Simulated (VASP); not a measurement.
# SrTiO3 (Tausonite) (Pm-3m) in VASP: settings compared, part 2 of 2

VASP 6.6.1. Earlier steps stand in the parts before.

## 3. Band structure, HSE06

Contents of POSCAR:

```
SrTiO3                                  
1.0
    3.8947475960      0.0000000000      0.0000000000
    0.0000000000      3.8947475960      0.0000000000
    0.0000000000      0.0000000000      3.8947475960
  Sr              Ti              O             
     1     1     3
Direct
     0.5000000000000000    0.5000000000000000    0.5000000000000000
     0.0000000000000000    0.0000000000000000    0.0000000000000000
     0.5000000000000000    0.0000000000000000    0.0000000000000000
     0.0000000000000000    0.5000000000000000    0.0000000000000000
     0.0000000000000000    0.0000000000000000    0.5000000000000000
```

Contents of INCAR.step1:

```
SYSTEM = SrTiO3
PREC     = Accurate       ! precision mode
ENCUT    = 520            ! plane-wave cutoff, eV
EDIFF    = 1E-5           ! SCF threshold, eV
ISMEAR   = 0              ! smearing method
SIGMA    = 0.03           ! smearing width, eV
LREAL    = .FALSE.        ! projectors in reciprocal space
LASPH    = .TRUE.         ! aspherical terms in the spheres
NELM     = 80             ! most SCF steps
ALGO     = Normal         ! electronic algorithm
ISIF     = 2              ! what is computed and relaxed
LWAVE    = .TRUE.         ! write WAVECAR
LCHARG   = .FALSE.        ! write CHGCAR
LMAXMIX  = 4              ! l up to which the mixer works
NBANDS   = 28             ! bands
KPAR     = 4            
GGA      = PE             ! functional
```

Contents of INCAR.step2:

```
SYSTEM = SrTiO3
PREC     = Accurate       ! precision mode
ENCUT    = 520            ! plane-wave cutoff, eV
EDIFF    = 1E-7           ! SCF threshold, eV
ISMEAR   = 0              ! smearing method
SIGMA    = 0.03           ! smearing width, eV
LREAL    = .FALSE.        ! projectors in reciprocal space
LASPH    = .TRUE.         ! aspherical terms in the spheres
NELM     = 80             ! most SCF steps
ALGO     = Normal         ! electronic algorithm
ISIF     = 2              ! what is computed and relaxed
LWAVE    = .FALSE.        ! write WAVECAR
LCHARG   = .FALSE.        ! write CHGCAR
LMAXMIX  = 4              ! l up to which the mixer works
GGA      = PE             ! functional
LHFCALC  = .TRUE.         ! exact exchange
HFSCREEN = 0.2            ! screening, 1/A
PRECFOCK = Fast         
NBANDS   = 28             ! bands
KPAR     = 4            
ISTART   = 1
```

Contents of KPOINTS:

```
Automatic mesh
0
G
  4 4 4
  0 0 0
```

Contents of KPOINTS_OPT:

```
explicit points
4
Reciprocal
 0.0000000000  0.0000000000  0.0000000000 1
 0.5000000000  0.5000000000  0.0000000000 1
 0.5000000000  0.5000000000  0.5000000000 1
 0.0000000000  0.5000000000  0.0000000000 1
```

Potentials or basis: VASP PAW PBE potentials, release 64 (Sr_sv, Ti_sv, O).

Run with:

```bash
cat potpaw_PBE.64/Sr_sv/POTCAR potpaw_PBE.64/Ti_sv/POTCAR potpaw_PBE.64/O/POTCAR > POTCAR
cp INCAR.step1 INCAR
mpirun -np 4 vasp_std > vasp.out
cp INCAR.step2 INCAR
mpirun -np 4 vasp_std > vasp.out
```

OUTCAR:

```text
SYSTEM = SrTiO3
   PREC = Accurate
   ENCUT = 520
   EDIFF = 1E-7
   ISMEAR = 0
   LREAL = .FALSE.
   LASPH = .TRUE.
   NELM = 80
   ISIF = 2
   GGA = PE
   LHFCALC = .TRUE.
   HFSCREEN = 0.2
   PRECFOCK = Fast
   ISTART = 1

 ion  position               nearest neighbor table
   1  0.500  0.500  0.500-   3 2.75   4 2.75   5 2.75   3 2.75   4 2.75   3 2.75   5 2.75   3 2.75
                             4 2.75   5 2.75   4 2.75   5 2.75   2 3.37   2 3.37   2 3.37   2 3.37
   2  0.000  0.000  0.000-   3 1.95   4 1.95   5 1.95   5 1.95   4 1.95   3 1.95   1 3.37   1 3.37
                             1 3.37   1 3.37   1 3.37   1 3.37   1 3.37   1 3.37
   3  0.500  0.000  0.000-   2 1.95   2 1.95   1 2.75   1 2.75   1 2.75   1 2.75
   4  0.000  0.500  0.000-   2 1.95   2 1.95   1 2.75   1 2.75   1 2.75   1 2.75
   5  0.000  0.000  0.500-   2 1.95   2 1.95   1 2.75   1 2.75   1 2.75   1 2.75

  LATTYP: Found a simple cubic cell.
 ALAT       =     3.8947475960

  Lattice vectors:

 A1 = (   3.8947475960,   0.0000000000,   0.0000000000)
 A2 = (   0.0000000000,   3.8947475960,   0.0000000000)
 A3 = (   0.0000000000,   0.0000000000,   3.8947475960)
[... 175 lines left out ...]

 E-fermi :   3.3349     XC(G=0):  -9.2728

 val. band max:        3.1958674987   @ k =   0.5000   0.5000   0.5000
 cond. band min:       6.5274300951   @ k =   0.0000   0.0000   0.0000
 fundamental gap:      3.3315625964
 Fermi energy:         3.3349452765

 k-point     1 :       0.0000    0.0000    0.0000
  band No.  band energies     occupation
      1     -57.6102      2.00000
      2     -32.1979      2.00000
      3     -32.1979      2.00000
      4     -32.1979      2.00000
      5     -31.4663      2.00000
      6     -15.9585      2.00000
[... 299 lines left out ...]
     27      13.5769      0.00000
     28      13.5769      0.00000

------------------------ aborting loop because EDIFF is reached ----------------------------------------

  FORCE on cell =-STRESS in cart. coord.  units (eV):
  Direction    XX          YY          ZZ          XY          YZ          ZX
  --------------------------------------------------------------------------------------
  -------------------------------------------------------------------------------------
  Total        0.2484808      0.2484808      0.2484808      0.0000000      0.0000000     -0.0000000
  in kB        6.7385354      6.7385354      6.7385354      0.0000000      0.0000000     -0.0000000
  external PRESSURE =       6.7385354 kB  Pullay stress =       0.0000000 kB

 VOLUME and BASIS-vectors are now :
 -----------------------------------------------------------------------------
  energy-cutoff  :      520.00
  volume of cell :       59.08
      direct lattice vectors                 reciprocal lattice vectors
     3.894747596  0.000000000  0.000000000     0.256756048  0.000000000  0.000000000
     0.000000000  3.894747596  0.000000000     0.000000000  0.256756048  0.000000000
     0.000000000  0.000000000  3.894747596     0.000000000  0.000000000  0.256756048

 POSITION                                       TOTAL-FORCE (eV/Angst)
 -----------------------------------------------------------------------------------
      1.94737      1.94737      1.94737         0.000000      0.000000      0.000000
      0.00000      0.00000      0.00000         0.000000      0.000000      0.000000
      1.94737      0.00000      0.00000         0.000000      0.000000      0.000000
      0.00000      1.94737      0.00000         0.000000      0.000000      0.000000
      0.00000      0.00000      1.94737         0.000000      0.000000      0.000000
 -----------------------------------------------------------------------------------
    total drift:                                0.000001      0.000000      0.000001

  FREE ENERGIE OF THE ION-ELECTRON SYSTEM (eV)
  ---------------------------------------------------
  free  energy   TOTEN  =       -48.7103093790 eV

  energy  without entropy=      -48.7103093790  energy(sigma->0) =      -48.71030938
```

OSZICAR.step1:

```text
N       E                     dE             d eps       ncg     rms          rms(c)
DAV:   1     0.431863513616E+03    0.43186E+03   -0.20673E+04   560   0.155E+03
DAV:   2    -0.565963230588E+01   -0.43752E+03   -0.41829E+03   628   0.438E+02
DAV:   3    -0.478326669904E+02   -0.42173E+02   -0.41795E+02   664   0.137E+02
DAV:   4    -0.502661010663E+02   -0.24334E+01   -0.24277E+01   928   0.276E+01
DAV:   5    -0.503092395043E+02   -0.43138E-01   -0.43122E-01   756   0.308E+00    0.276E+01
DAV:   6    -0.400706023984E+02    0.10239E+02   -0.52939E+01   764   0.645E+01    0.150E+01
DAV:   7    -0.400937571060E+02   -0.23155E-01   -0.70210E+00   696   0.200E+01    0.110E+01
DAV:   8    -0.401504814297E+02   -0.56724E-01   -0.15689E+00   648   0.133E+01    0.320E+00
DAV:   9    -0.400503199163E+02    0.10016E+00   -0.38370E-01   676   0.626E+00    0.121E+00
DAV:  10    -0.400458799946E+02    0.44399E-02   -0.88274E-02   704   0.213E+00    0.695E-01
DAV:  11    -0.400409474588E+02    0.49325E-02   -0.19513E-02   860   0.129E+00    0.184E-01
DAV:  12    -0.400408961195E+02    0.51339E-04   -0.18291E-03   660   0.467E-01    0.128E-01
DAV:  13    -0.400408984112E+02   -0.22917E-05   -0.68076E-04   792   0.179E-01    0.580E-02
DAV:  14    -0.400408964666E+02    0.19446E-05   -0.58174E-05   628   0.604E-02
   1 F= -.40040896E+02 E0= -.40040896E+02  d E =-.724564E-11
```

It took 7 min on 4 MPI ranks of AMD EPYC 9R45 (Zen 5), shared host; peak memory 0.29 GiB.

What came out:

| Quantity | Value |
| --- | --- |
| Free energy | -48.7103 eV |
| Pressure | 0.7 GPa |
| Band gap on the k mesh | 3.33 eV, indirect (least direct gap 3.71 eV) |
| Band gap along the path | 3.33 eV, indirect (least direct gap 3.71 eV) |

Levels at points of the mesh, in eV from the valence-band top:
| k point | band 18 | band 19 | band 20 | band 21 | band 22 | band 23 |
| --- | --- | --- | --- | --- | --- | --- |
| (0.00, 0.00, 0.00) | -0.38 | -0.38 | -0.38 | 3.33 | 3.33 | 3.33 |
| (0.50, 0.00, 0.00) | -2.11 | -0.80 | -0.80 | 3.53 | 5.48 | 5.48 |
| (0.50, 0.50, 0.00) | -1.71 | -1.71 | -0.10 | 5.50 | 5.50 | 6.07 |
| (0.50, 0.50, 0.50) | 0.00 | 0.00 | 0.00 | 6.31 | 6.31 | 6.31 |

Caveat: the PAW data sets were made with another functional, which shifts forces and pressure a little.

## 4. Band structure, PBE0

POSCAR is that of step 3.

INCAR.step1 is that of step 3.

INCAR.step2: that of step 3 with these lines changed.

```diff
@@ -16,4 +16,5 @@
 LHFCALC  = .TRUE.         ! exact exchange
-HFSCREEN = 0.2            ! screening, 1/A
+AEXX     = 0.25           ! exact-exchange fraction
 PRECFOCK = Fast         
+HFRCUT   = -1           
 NBANDS   = 28             ! bands
```

KPOINTS is that of step 3.

KPOINTS_OPT is that of step 3.

Potentials or basis: VASP PAW PBE potentials, release 64 (Sr_sv, Ti_sv, O).

Run with:

```bash
cat potpaw_PBE.64/Sr_sv/POTCAR potpaw_PBE.64/Ti_sv/POTCAR potpaw_PBE.64/O/POTCAR > POTCAR
cp INCAR.step1 INCAR
mpirun -np 4 vasp_std > vasp.out
cp INCAR.step2 INCAR
mpirun -np 4 vasp_std > vasp.out
```

OUTCAR:

```text
SYSTEM = SrTiO3
   PREC = Accurate
   ENCUT = 520
   EDIFF = 1E-7
   ISMEAR = 0
   LREAL = .FALSE.
   LASPH = .TRUE.
   NELM = 80
   ISIF = 2
   GGA = PE
   LHFCALC = .TRUE.
   AEXX = 0.25
   PRECFOCK = Fast
   ISTART = 1

 ion  position               nearest neighbor table
   1  0.500  0.500  0.500-   3 2.75   4 2.75   5 2.75   3 2.75   4 2.75   3 2.75   5 2.75   3 2.75
                             4 2.75   5 2.75   4 2.75   5 2.75   2 3.37   2 3.37   2 3.37   2 3.37
   2  0.000  0.000  0.000-   3 1.95   4 1.95   5 1.95   5 1.95   4 1.95   3 1.95   1 3.37   1 3.37
                             1 3.37   1 3.37   1 3.37   1 3.37   1 3.37   1 3.37
   3  0.500  0.000  0.000-   2 1.95   2 1.95   1 2.75   1 2.75   1 2.75   1 2.75
   4  0.000  0.500  0.000-   2 1.95   2 1.95   1 2.75   1 2.75   1 2.75   1 2.75
   5  0.000  0.000  0.500-   2 1.95   2 1.95   1 2.75   1 2.75   1 2.75   1 2.75

  LATTYP: Found a simple cubic cell.
 ALAT       =     3.8947475960

  Lattice vectors:

 A1 = (   3.8947475960,   0.0000000000,   0.0000000000)
 A2 = (   0.0000000000,   3.8947475960,   0.0000000000)
 A3 = (   0.0000000000,   0.0000000000,   3.8947475960)
[... 175 lines left out ...]

 E-fermi :   3.0503     XC(G=0):  -8.8952

 val. band max:        2.8207685443   @ k =   0.5000   0.5000   0.5000
 cond. band min:       6.8762551144   @ k =   0.0000   0.0000   0.0000
 fundamental gap:      4.0554865702
 Fermi energy:         3.0503006828

 k-point     1 :       0.0000    0.0000    0.0000
  band No.  band energies     occupation
      1     -58.0468      2.00000
      2     -32.6226      2.00000
      3     -32.6226      2.00000
      4     -32.6226      2.00000
      5     -31.8712      2.00000
      6     -16.3596      2.00000
[... 299 lines left out ...]
     27      13.9598      0.00000
     28      13.9598      0.00000

------------------------ aborting loop because EDIFF is reached ----------------------------------------

  FORCE on cell =-STRESS in cart. coord.  units (eV):
  Direction    XX          YY          ZZ          XY          YZ          ZX
  --------------------------------------------------------------------------------------
  -------------------------------------------------------------------------------------
  Total        0.2062648      0.2062648      0.2062648     -0.0000000     -0.0000000      0.0000000
  in kB        5.5936810      5.5936810      5.5936810     -0.0000000     -0.0000000      0.0000000
  external PRESSURE =       5.5936810 kB  Pullay stress =       0.0000000 kB

 VOLUME and BASIS-vectors are now :
 -----------------------------------------------------------------------------
  energy-cutoff  :      520.00
  volume of cell :       59.08
      direct lattice vectors                 reciprocal lattice vectors
     3.894747596  0.000000000  0.000000000     0.256756048  0.000000000  0.000000000
     0.000000000  3.894747596  0.000000000     0.000000000  0.256756048  0.000000000
     0.000000000  0.000000000  3.894747596     0.000000000  0.000000000  0.256756048

 POSITION                                       TOTAL-FORCE (eV/Angst)
 -----------------------------------------------------------------------------------
      1.94737      1.94737      1.94737         0.000000      0.000000      0.000000
      0.00000      0.00000      0.00000         0.000000      0.000000      0.000000
      1.94737      0.00000      0.00000         0.000000      0.000000      0.000000
      0.00000      1.94737      0.00000         0.000000      0.000000      0.000000
      0.00000      0.00000      1.94737         0.000000      0.000000      0.000000
 -----------------------------------------------------------------------------------
    total drift:                               -0.000000      0.000000     -0.000000

  FREE ENERGIE OF THE ION-ELECTRON SYSTEM (eV)
  ---------------------------------------------------
  free  energy   TOTEN  =       -51.3301773988 eV

  energy  without entropy=      -51.3301773988  energy(sigma->0) =      -51.33017740
```

It took 6.7 min on 4 MPI ranks of AMD EPYC 9R45 (Zen 5), shared host; peak memory 0.2 GiB.

What came out:

```
Free energy             : -51.3302 eV
Pressure                : 0.6 GPa
Band gap on the k mesh  : 4.06 eV, indirect (least direct gap 4.43 eV)
Band gap along the path : 4.06 eV, indirect (least direct gap 4.43 eV)
```

Caveat: the PAW data sets were made with another functional, which shifts forces and pressure a little.

## 5. Band structure, PBE-EpsX

POSCAR is that of step 4.

Contents of INCAR.step1:

```
SYSTEM = SrTiO3
PREC     = Accurate       ! precision mode
ENCUT    = 520            ! plane-wave cutoff, eV
EDIFF    = 1E-8           ! SCF threshold, eV
ISMEAR   = 0              ! smearing method
SIGMA    = 0.03           ! smearing width, eV
LREAL    = .FALSE.        ! projectors in reciprocal space
LASPH    = .TRUE.         ! aspherical terms in the spheres
NELM     = 80             ! most SCF steps
ALGO     = Normal         ! electronic algorithm
ISIF     = 2              ! what is computed and relaxed
LWAVE    = .FALSE.        ! write WAVECAR
LCHARG   = .FALSE.        ! write CHGCAR
LMAXMIX  = 4              ! l up to which the mixer works
KPAR     = 4            
GGA      = PE             ! functional
LEPSILON = .TRUE.         ! dielectric tensor by DFPT
```

Contents of KPOINTS.step1:

```
Automatic mesh
0
G
  8 8 8
  0 0 0
```

Contents of INCAR.step2:

```
SYSTEM = SrTiO3
PREC     = Accurate       ! precision mode
ENCUT    = 520            ! plane-wave cutoff, eV
EDIFF    = 1E-5           ! SCF threshold, eV
ISMEAR   = 0              ! smearing method
SIGMA    = 0.03           ! smearing width, eV
LREAL    = .FALSE.        ! projectors in reciprocal space
LASPH    = .TRUE.         ! aspherical terms in the spheres
NELM     = 80             ! most SCF steps
ALGO     = Normal         ! electronic algorithm
ISIF     = 2              ! what is computed and relaxed
LWAVE    = .TRUE.         ! write WAVECAR
LCHARG   = .FALSE.        ! write CHGCAR
LMAXMIX  = 4              ! l up to which the mixer works
NBANDS   = 28             ! bands
KPAR     = 4            
GGA      = PE             ! functional
```

Contents of KPOINTS.step2:

```
Automatic mesh
0
G
  4 4 4
  0 0 0
```

Contents of INCAR.step3:

```
SYSTEM = SrTiO3
PREC     = Accurate       ! precision mode
ENCUT    = 520            ! plane-wave cutoff, eV
EDIFF    = 1E-7           ! SCF threshold, eV
ISMEAR   = 0              ! smearing method
SIGMA    = 0.03           ! smearing width, eV
LREAL    = .FALSE.        ! projectors in reciprocal space
LASPH    = .TRUE.         ! aspherical terms in the spheres
NELM     = 80             ! most SCF steps
ALGO     = Normal         ! electronic algorithm
ISIF     = 2              ! what is computed and relaxed
LWAVE    = .FALSE.        ! write WAVECAR
LCHARG   = .FALSE.        ! write CHGCAR
LMAXMIX  = 4              ! l up to which the mixer works
GGA      = PE             ! functional
LHFCALC  = .TRUE.         ! exact exchange
AEXX     = 0.1596         ! exact-exchange fraction
PRECFOCK = Fast         
HFRCUT   = -1           
NBANDS   = 28             ! bands
KPAR     = 4            
ISTART   = 1
```

Contents of KPOINTS.step3:

```
Automatic mesh
0
G
  4 4 4
  0 0 0
```

KPOINTS_OPT is that of step 4.

Run with:

```bash
cat potpaw_PBE.64/Sr_sv/POTCAR potpaw_PBE.64/Ti_sv/POTCAR potpaw_PBE.64/O/POTCAR > POTCAR
cp INCAR.step1 INCAR
cp KPOINTS.step1 KPOINTS
mpirun -np 4 vasp_std > vasp.out
cp INCAR.step2 INCAR
cp KPOINTS.step2 KPOINTS
mpirun -np 4 vasp_std > vasp.out
cp INCAR.step3 INCAR
cp KPOINTS.step3 KPOINTS
mpirun -np 4 vasp_std > vasp.out
```

It took 11 min on 4 MPI ranks of AMD EPYC 9R45 (Zen 5), shared host; peak memory 0.43 GiB.

The run converged. Its results:

```yaml
Free_energy: -47.1893 eV
Pressure: 2.7 GPa
Band_gap_on_the_k_mesh: 3.23 eV, indirect (least direct gap 3.60 eV)
Band_gap_along_the_path: 3.23 eV, indirect (least direct gap 3.60 eV)
```

Levels at points of the mesh, in eV from the valence-band top:
| k point | band 17 | band 18 | band 19 | band 20 | band 21 | band 22 | band 23 | band 24 |
| --- | --- | --- | --- | --- | --- | --- | --- | --- |
| (0.00, 0.00, 0.00) | -1.24 | -0.37 | -0.37 | -0.37 | 3.23 | 3.23 | 3.23 | 5.71 |
| (0.50, 0.00, 0.00) | -2.49 | -2.09 | -0.78 | -0.78 | 3.41 | 5.33 | 5.33 | 5.73 |
| (0.50, 0.50, 0.00) | -1.89 | -1.67 | -1.67 | -0.10 | 5.34 | 5.34 | 5.86 | 6.78 |
| (0.50, 0.50, 0.50) | -3.99 | 0.00 | 0.00 | 0.00 | 6.10 | 6.10 | 6.10 | 8.53 |

Caveat: the PAW data sets were made with another functional, which shifts forces and pressure a little.

## 6. The runs side by side

```tsv
level	screening parameter	exchange at q = 0	share of exact exchange	gap on the mesh (eV)	pressure (GPa)
PBE	-	-	-	1.85	6.6
HSE06	0.2 1/A	-	-	3.33	0.7
PBE0	-	truncated	-	4.06	0.6
PBE-EpsX	-	truncated	0.1596	3.23	2.7
```

Alike in all rows: task band structure; potentials or basis VASP PAW PBE potentials, release 64 (Sr_sv, Ti_sv, O); no spin polarisation; cell as given; k mesh 4 × 4 × 4; cutoff (eV) 520; smearing gaussian 0.03 eV.

On the cell as given the gap runs from 1.85 eV (PBE) to 4.06 eV (PBE0). The pressure there spans 0.6 GPa (PBE0) to 6.6 GPa (PBE); a positive pressure means that this level wants a larger cell, a negative one a smaller.

Caveats: the PAW data sets were made with another functional, which shifts forces and pressure a little (some runs).

Total energies depend on the potentials used, so only differences within one code and one set of settings carry meaning.
